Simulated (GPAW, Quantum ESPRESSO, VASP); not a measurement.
# Code comparison for HfS₃ (P2_1/m, 8 atoms in the cell)

Self-consistent single point, at a second geometry (lattice scaled by 0.98). First geometry:

```
CELL_PARAMETERS angstrom
      5.11399     0.00000     0.00000
      0.00000     3.58484     0.00000
     -1.20118     0.00000     9.05401
ATOMIC_POSITIONS crystal
  Hf 0.28558 0.75000 0.65136
  Hf 0.71442 0.25000 0.34864
  S  0.87573 0.75000 0.17818
  S  0.12427 0.25000 0.82182
  S  0.23770 0.25000 0.44810
  S  0.76230 0.75000 0.55190
  S  0.52716 0.25000 0.82195
  S  0.47284 0.75000 0.17805
```

Shared settings, as Quantum ESPRESSO writes them: occupations = fixed; K_POINTS = automatic 4 5 2 0 0 0. Potentials and cutoffs stand in the table.

| code | model | ΔF from the first geometry (meV/atom) | pressure (GPa) | largest force (eV/Å) | gap on the mesh (eV) | cutoff |
|---|---|---|---|---|---|---|
| Quantum ESPRESSO | LDA (PW92), PseudoDojo standard norm-conserving (LDA) pseudopotentials | -3.2 | 2.99 | 1.193 | 0.796 | 60 Ry |
| GPAW | LDA (Perdew-Wang 92), GPAW PAW datasets LDA (gpaw-data 1.0.1) | 3.0 | 3.82 | 1.331 | 0.783 | 550 eV |
| VASP | LDA (PZ), VASP's LDA PAW potentials (set 64) | -0.7 | 2.86 | 1.112 | 0.791 | 300 eV |

For VASP (by 0.5 GPa) the energy change implies a higher mean pressure, against the two pressures, than for the other programs: a sign of finite-basis (Pulay) stress.

Size of the force on each atom (eV/Å): Sizes of forces hide their directions.

```
code                Hf1    Hf2     S3     S4     S5     S6     S7     S8
----------------  -----  -----  -----  -----  -----  -----  -----  -----
Quantum ESPRESSO  0.088  0.088  1.191  1.191  0.435  0.435  1.193  1.193
GPAW              0.113  0.113  1.329  1.329  0.494  0.494  1.331  1.331
VASP              0.092  0.092  1.109  1.109  0.476  0.476  1.112  1.112
```

Gaps are read on the mesh.

On Quantum ESPRESSO's run: spin-orbit coupling is off.

The spread over the programs that give each value: ΔF from the first geometry within 6.2 meV/atom; pressure within 0.96 GPa; largest force within 0.219 eV/Å; gap on the mesh within 0.013 eV.

The same LDA comes in different parametrisations, which differ slightly.

VASP's run is marked for a possible Pulay error in its stress at this cutoff; no cutoff test was made.

VASP ran the fixed occupations as a Gaussian smearing of 0.01 eV.

The starting cell comes from a database of computed structures (which also holds hypothetical and non-ambient phases and stackings), without a prior relaxation at this level. Its lattice was rescaled by a random factor within 2.5 % of one. For this run, on top of that: lattice scaled by 0.98.

Left out of this page: Ansatz, CP2K, FLEUR and SIESTA (not drawn, or without a comparable value); ABINIT (with a known weakness of the program).
